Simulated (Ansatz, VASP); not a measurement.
# Cross-check of RbAsF6 between VASP and Ansatz, part 2 of 2

One calculation is typed for both programs; each brings its own data sets. How far apart do they land? The cell is taken from a series of runs on this material, whose earlier steps may have relaxed, scaled, displaced or heated it; both programs get it as it stands.

VASP 6.6.1 and Ansatz 0.2.0.

So far: Starting point; Ansatz: G0W0 gap, LDA.

## Step 3: VASP: G0W0 gap, LDA

Level of this step: G0W0 on LDA; plane waves and PAW (Rb_sv_GW, As_GW, F_GW) (VASP).

The same cell, functional (in two slightly different forms) and mesh now go to VASP, with its own data sets.

Lines of VASP's logs that name or quote its potential files are left out, and so is its time.

The run reads the wave functions of an earlier VASP run, which isn't shown here.

INCAR

```
SYSTEM = RbAsF6
PREC = Accurate
ENCUT = 520
ISMEAR = 0
SIGMA = 0.01
LREAL = .FALSE.
GGA = CA
NBANDS = 306
ALGO = EVGW0
NELMGW = 1
ENCUTGW = 60
NOMEGA = 64
PRECFOCK = Fast
NBANDSGW = 64
LWAVE = .FALSE.
LCHARG = .FALSE.
```

POSCAR

```
RbAsF6
1.0
    3.7174588025      2.1462758403      2.4758804286
   -3.7174588025      2.1462758403      2.4758804286
    0.0000000000     -8.5851033612      4.9517608572
Rb As F
2 2 12
Direct
    0.5000000000      0.5000000000      0.2500000000
    0.5000000000      0.5000000000      0.7500000000
    0.0000000000      0.0000000000      0.0000000000
    0.0000000000      0.0000000000      0.5000000000
    0.0774148000      0.7120121400      0.3998058200
    0.7996116400      0.0774148000      0.3560060700
    0.2879878600      0.2003883600      0.4612926000
    0.2003883600      0.9225852000      0.1439939300
    0.9225852000      0.2879878600      0.1001941800
    0.7120121400      0.7996116400      0.0387074000
    0.0774148000      0.7120121400      0.8998058200
    0.7996116400      0.0774148000      0.8560060700
    0.2879878600      0.2003883600      0.9612926000
    0.2003883600      0.9225852000      0.6439939300
    0.9225852000      0.2879878600      0.6001941800
    0.7120121400      0.7996116400      0.5387074000
```

KPOINTS

```
Automatic mesh
0
Gamma
2 2 1
0 0 0
```

Potentials, in the order of the species: Rb_sv_GW, As_GW and F_GW (LDA family, release 64).

Launch:

```
> export OMP_NUM_THREADS=3
> mpirun -np 1 vasp_std
```

Numbers of over 12 decimals in the logs are rounded to 6 here.

Log:

```text
[banner, memory and clock lines left out]
running    1 mpi-ranks, on    1 nodes
 distrk:  each k-point on    1 cores,    1 groups
 distr:  one band on    1 cores,    1 groups
 Offloading initialized ...    1 GPUs detected
 POSCAR found type information on POSCAR RbAsF
 POSCAR found :  3 types and      16 ions
|                                                                             |
|           W    W    AA    RRRRR   N    N  II  N    N   GGGG   !!!           |
|           W    W   A  A   R    R  NN   N  II  NN   N  G    G  !!!           |
|           W    W  A    A  R    R  N N  N  II  N N  N  G       !!!           |
|           W WW W  AAAAAA  RRRRR   N  N N  II  N  N N  G  GGG   !            |
|           WW  WW  A    A  R   R   N   NN  II  N   NN  G    G                |
|           W    W  A    A  R    R  N    N  II  N    N   GGGG   !!!           |
|                                                                             |
|     The default for ENCUTGWSOFT is different in this version of VASP.       |
|     please manually set ENCUTGWSOFT =60 in the INCAR file.                  |
|                                                                             |

 LDA part: xc-table for (Slater(with rela. corr.)+CA(PZ))
 , standard interpolation
|                                                                             |
|           W    W    AA    RRRRR   N    N  II  N    N   GGGG   !!!           |
|           W    W   A  A   R    R  NN   N  II  NN   N  G    G  !!!           |
|           W    W  A    A  R    R  N N  N  II  N N  N  G       !!!           |
|           W WW W  AAAAAA  RRRRR   N  N N  II  N  N N  G  GGG   !            |
|           WW  WW  A    A  R   R   N   NN  II  N   NN  G    G                |
|           W    W  A    A  R    R  N    N  II  N    N   GGGG   !!!           |
|                                                                             |
|     Your reciprocal lattice and k-lattice belong to different lattice       |
|     classes:                                                                |
|                                                                             |
|        The reciprocal lattice is base-centered monoclinic,                  |
|        whereas your k-lattice is rhombohedral (trigonal).                   |
|                                                                             |
|     Results are often still useful ...                                      |
|                                                                             |

 found WAVECAR, reading the header
 POSCAR, INCAR and KPOINTS ok, starting setup
 FFT: planning ... GRIDC
 FFT: planning ... GRID_SOFT
 FFT: planning ... GRID
 reading WAVECAR
 the WAVECAR file was read successfully
 initial charge from wavefunction
 available memory per node:   1568.13 GB, setting MAXMEM to   1605761

 The Fermi energy was updated, please check that it is located mid-gap
 values below the HOMO (VB) or above the LUMO (CB) will cause erroneous energies
 E-fermi :   0.3703

 calculate exact exchange contribution
 the WAVEDER file was read successfully
energies w=
    0.000    0.000    0.600    0.000    1.198    0.000    1.794    0.000
    2.385    0.000    2.972    0.000    3.553    0.000    4.127    0.000
    4.694    0.000    5.253    0.000    5.804    0.000    6.348    0.000
    6.885    0.000    7.414    0.000    7.936    0.000    8.453    0.000
    8.964    0.000    9.470    0.000    9.973    0.000   10.473    0.000
   10.971    0.000   11.468    0.000   11.965    0.000   12.464    0.000
   12.966    0.000   13.471    0.000   13.982    0.000   14.500    0.000
   15.026    0.000   15.562    0.000   16.111    0.000   16.673    0.000
   17.252    0.000   17.849    0.000   18.469    0.000   19.112    0.000
   19.783    0.000   20.487    0.000   21.227    0.000   22.008    0.000
   22.838    0.000   23.721    0.000   24.667    0.000   25.685    0.000
   26.788    0.000   27.987    0.000   29.300    0.000   30.747    0.000
   32.354    0.000   34.151    0.000   36.178    0.000   38.485    0.000
   41.139    0.000   44.227    0.000   47.869    0.000   52.228    0.000
   57.543    0.000   64.164    0.000   72.636    0.000   83.853    0.000
   99.383    0.000  122.270    0.000  159.284    0.000  229.149    0.000
|                                                                             |
|           W    W    AA    RRRRR   N    N  II  N    N   GGGG   !!!           |
|           W    W   A  A   R    R  NN   N  II  NN   N  G    G  !!!           |
|           W    W  A    A  R    R  N N  N  II  N N  N  G       !!!           |
|           W WW W  AAAAAA  RRRRR   N  N N  II  N  N N  G  GGG   !            |
|           WW  WW  A    A  R   R   N   NN  II  N   NN  G    G                |
|           W    W  A    A  R    R  N    N  II  N    N   GGGG   !!!           |
|                                                                             |
|     Your reciprocal lattice and k-lattice belong to different lattice       |
|     classes:                                                                |
|                                                                             |
|        The reciprocal lattice is base-centered monoclinic,                  |
|        whereas your k-lattice is rhombohedral (trigonal).                   |
|                                                                             |
|     Results are often still useful ...                                      |
|                                                                             |

 responsefunction array rank=     262
 LDA part: xc-table for (Slater(with rela. corr.)+CA(PZ))
 , standard interpolation

 min. memory requirement per mpi rank    463.6 MB, per node    463.6 MB

 allocating  64 responsefunctions rank=   262
 shmem allocating  64 responsefunctions rank=   262
 response function shared by NCSHMEM nodes    1
 Doing            64  frequencies on each core in blocks of            64
NQ=   1    0.0000    0.0000    0.0000,
|.........|.........|.........|.........|.........|.........|.........|.........
 performed        268000 updates of chi_q(r,r)
 total number of BLAS operations        135.41 Gflops
NQ=   2    0.5000    0.0000    0.0000,
|.........|.........|.........|.........|.........|.........|.........|.........
 performed        536000 updates of chi_q(r,r)
 total number of BLAS operations        274.08 Gflops
NQ=   3    0.0000    0.5000    0.0000,
|.........|.........|.........|.........|.........|.........|.........|.........
 performed        804000 updates of chi_q(r,r)
 total number of BLAS operations        412.75 Gflops
NQ=   4    0.5000    0.5000    0.0000,
|.........|.........|.........|.........|.........|.........|.........|.........
 performed       1072000 updates of chi_q(r,r)
 total number of BLAS operations        560.29 Gflops
 resolving degeneracies of screened two electron integrals

 calculate QP shifts <psi_nk| G(iteration)W_0 |psi_nk>: iteration 1
|                                                                             |
|           W    W    AA    RRRRR   N    N  II  N    N   GGGG   !!!           |
|           W    W   A  A   R    R  NN   N  II  NN   N  G    G  !!!           |
|           W    W  A    A  R    R  N N  N  II  N N  N  G       !!!           |
|           W WW W  AAAAAA  RRRRR   N  N N  II  N  N N  G  GGG   !            |
|           WW  WW  A    A  R   R   N   NN  II  N   NN  G    G                |
|           W    W  A    A  R    R  N    N  II  N    N   GGGG   !!!           |
|                                                                             |
|     Your reciprocal lattice and k-lattice belong to different lattice       |
|     classes:                                                                |
|                                                                             |
|        The reciprocal lattice is base-centered monoclinic,                  |
|        whereas your k-lattice is rhombohedral (trigonal).                   |
|                                                                             |
|     Results are often still useful ...                                      |
|                                                                             |

 entering main loop
```

OUTCAR, selected parts (step 3):

```text
ion  position               nearest neighbor table
   1  0.500  0.500  0.250-
   2  0.500  0.500  0.750-
   3  0.000  0.000  0.000-  10 1.75  13 1.75  12 1.75   8 1.75   9 1.75  11 1.75
   4  0.000  0.000  0.500-   7 1.75  16 1.75  14 1.75   6 1.75  15 1.75   5 1.75
   5  0.077  0.712  0.400-   4 1.75
   6  0.800  0.077  0.356-   4 1.75
   7  0.288  0.200  0.461-   4 1.75
   8  0.200  0.923  0.144-   3 1.75
   9  0.923  0.288  0.100-   3 1.75
  10  0.712  0.800  0.039-   3 1.75
  11  0.077  0.712  0.900-   3 1.75
  12  0.800  0.077  0.856-   3 1.75
  13  0.288  0.200  0.961-   3 1.75
  14  0.200  0.923  0.644-   4 1.75
  15  0.923  0.288  0.600-   4 1.75
  16  0.712  0.800  0.539-   4 1.75

  LATTYP: Found a base centered monoclinic cell.
 ALAT       =     6.5533148496
 B/A-ratio  =     1.1345277582
 C/A-ratio  =     1.6470721799
 COS(beta)  =    -0.4327963125

 Subroutine GETGRP returns: Found  2 space group operations
 (whereof  2 operations were pure point group operations)

The static configuration has the point symmetry S_2 .

 Found      4 irreducible k-points:

   k-points           NKPTS =      4   k-points in BZ     NKDIM =      4   number of bands    NBANDS=    306

   dimension x,y,z NGX =    40 NGY =   40 NGZ =   80
   dimension x,y,z NGXF=    80 NGYF=   80 NGZF=  160

   ENCUT  =  520.0 eV  38.22 Ry    6.18 a.u.   9.21  9.21 18.43*2*pi/ulx,y,z

   NELECT =     112.0000    total number of electrons

  energy-cutoff  :      520.00
  volume of cell :      237.05
      direct lattice vectors                 reciprocal lattice vectors
     3.717458802  2.146275840  2.475880429     0.134500482  0.077653889  0.134632242
    -3.717458802  2.146275840  2.475880429    -0.134500482  0.077653889  0.134632242
     0.000000000 -8.585103361  4.951760857     0.000000000 -0.077653889  0.067316121

 k-points in reciprocal lattice and weights: Automatic mesh
   0.00000000  0.00000000  0.00000000       0.250
   0.50000000  0.00000000  0.00000000       0.250
   0.00000000  0.50000000  0.00000000       0.250
   0.50000000  0.50000000  0.00000000       0.250

 E-fermi :   0.3703

 QP shifts <psi_nk| G(iteration)W_0 |psi_nk>: iteration 1
 for sc-GW calculations column KS-energies equals QP-energies in previous step
 and V_xc(KS)=  KS-energies - (<T + V_ion + V_H > + <T+V_H+V_ion>^1  + <V_x>^1)
 k-point   1 :       0.0000    0.0000    0.0000
  band No.  KS-energies  QP-energies   sigma(KS)   V_xc(KS)     V^pw_x(r,r')   Z            occupation Imag(sigma)
    ...
     53      -2.6161      -5.1048     -25.8558     -22.7481     -30.7699       0.8008       2.0000       0.0775
     54      -2.4734      -4.9606     -26.1661     -23.0637     -31.1256       0.8017       2.0000       0.0771
     55      -2.3844      -4.8938     -26.2622     -23.1318     -31.2524       0.8017       2.0000       0.0774
     56      -2.3423      -4.8556     -26.2895     -23.1555     -31.2870       0.8020       2.0000       0.0772
     57       3.0828       5.8679     -13.6605     -16.8709     -11.3893       0.8675       0.0000      -0.0393
     58       3.8795       7.1015     -16.0150     -19.8292     -13.9291       0.8448       0.0000      -0.0416
     59       7.3242       9.4555      -9.4250     -11.8575      -6.5852       0.8762       0.0000      -0.0439
     60       7.4716       9.9486      -9.5862     -12.4353      -6.7164       0.8694       0.0000      -0.0453
    ...

 k-point   2 :       0.5000    0.0000    0.0000
  band No.  KS-energies  QP-energies   sigma(KS)   V_xc(KS)     V^pw_x(r,r')   Z            occupation Imag(sigma)
    ...
     53      -2.4843      -5.0044     -26.1370     -22.9900     -31.1225       0.8008       2.0000       0.0780
     54      -2.4734      -4.9604     -26.1661     -23.0637     -31.1256       0.8017       2.0000       0.0771
     55      -2.4215      -4.9008     -26.2374     -23.1458     -31.2012       0.8020       2.0000       0.0768
     56      -2.3844      -4.8938     -26.2627     -23.1318     -31.2529       0.8015       2.0000       0.0774
     57       3.8795       7.1039     -16.0142     -19.8292     -13.9283       0.8452       0.0000      -0.0416
     58       3.9473       7.2166     -16.0385     -19.9134     -13.9566       0.8437       0.0000      -0.0410
     59       7.3242       9.4562      -9.4245     -11.8575      -6.5848       0.8763       0.0000      -0.0439
     60       8.2039      10.6675      -8.5700     -11.3949      -5.5198       0.8721       0.0000      -0.0476
    ...

 k-point   3 :       0.0000    0.5000    0.0000
  band No.  KS-energies  QP-energies   sigma(KS)   V_xc(KS)     V^pw_x(r,r')   Z            occupation Imag(sigma)
    ...
     53      -2.4843      -5.0037     -26.1366     -22.9900     -31.1221       0.8007       2.0000       0.0780
     54      -2.4734      -4.9614     -26.1671     -23.0637     -31.1264       0.8017       2.0000       0.0771
     55      -2.4215      -4.9006     -26.2369     -23.1458     -31.2007       0.8020       2.0000       0.0768
     56      -2.3844      -4.8928     -26.2619     -23.1318     -31.2521       0.8014       2.0000       0.0774
     57       3.8795       7.1029     -16.0144     -19.8292     -13.9285       0.8450       0.0000      -0.0416
     58       3.9473       7.2157     -16.0386     -19.9134     -13.9566       0.8435       0.0000      -0.0410
     59       7.3242       9.4560      -9.4246     -11.8575      -6.5847       0.8762       0.0000      -0.0439
     60       8.2039      10.6675      -8.5701     -11.3949      -5.5200       0.8721       0.0000      -0.0476
    ...

 k-point   4 :       0.5000    0.5000    0.0000
  band No.  KS-energies  QP-energies   sigma(KS)   V_xc(KS)     V^pw_x(r,r')   Z            occupation Imag(sigma)
    ...
     53      -2.4843      -5.0029     -26.1359     -22.9900     -31.1214       0.8006       2.0000       0.0780
     54      -2.4524      -4.9307     -26.1871     -23.0958     -31.1462       0.8017       2.0000       0.0768
     55      -2.4524      -4.9307     -26.1871     -23.0958     -31.1462       0.8017       2.0000       0.0768
     56      -2.4215      -4.9013     -26.2376     -23.1458     -31.2013       0.8021       2.0000       0.0768
     57       3.9473       7.2153     -16.0381     -19.9134     -13.9562       0.8433       0.0000      -0.0410
     58       4.0270       7.3297     -16.1763     -20.1201     -14.1079       0.8374       0.0000      -0.0404
     59       8.4752      11.0243     -10.6206     -13.5761      -7.6374       0.8625       0.0000      -0.0532
     60       8.5385      11.3574     -10.5864     -13.8497      -7.5094       0.8638       0.0000      -0.0515
    ...
```

## Step 4: Side by side

Known differences besides the potentials themselves: the two LDA forms differ slightly; fixed occupations in Ansatz, narrow Gaussian smearing in VASP; the data sets hold 132 valence electrons in Ansatz (on its default PAW (the set named soft_2) files) and 112 in VASP; the cutoff is 420 eV in Ansatz and 520 eV in VASP; VASP's log shows a relativistic correction to its local exchange, Ansatz's none; Ansatz integrates over frequency by contour deformation, VASP on a grid of NOMEGA points; Ansatz's G0W0 levels solve the quasiparticle equation, VASP's are linearised. Total energies have different zeros and are not compared.

Both answers:

```csv
quantity,Ansatz,VASP,difference
G0W0 gap on the mesh (eV),10.58,10.72,-0.14
Kohn-Sham gap under it (eV),5.45,5.43,+0.02
```

## Step 5: Outcome

```json
{"difference in G0W0 gap on the mesh (G0W0 gap, LDA)": "-0.14 eV"}
```

The difference in G0W0 gap on the mesh is -0.14 eV (G0W0 gap, LDA). The data sets hold unlike numbers of valence electrons (132 in Ansatz and 112 in VASP), so part of the differences comes from the potentials. Such differences can come from data sets, numerical settings and the points named under the comparisons, not from the functional's error against experiment.

[Lines on the potential files, build, host, timing and source positions are cut from VASP's logs without a mark.]

[Logs are printed without paths, hosts, clocks, repeated set-up lines and the standing remarks that a program may print on its own settings, such as how far it seeks lower states.]

[Hosts, paths, dates, database ids (printed as entryN), source tags and the programs' standing remarks are cut or masked in the printed files.]
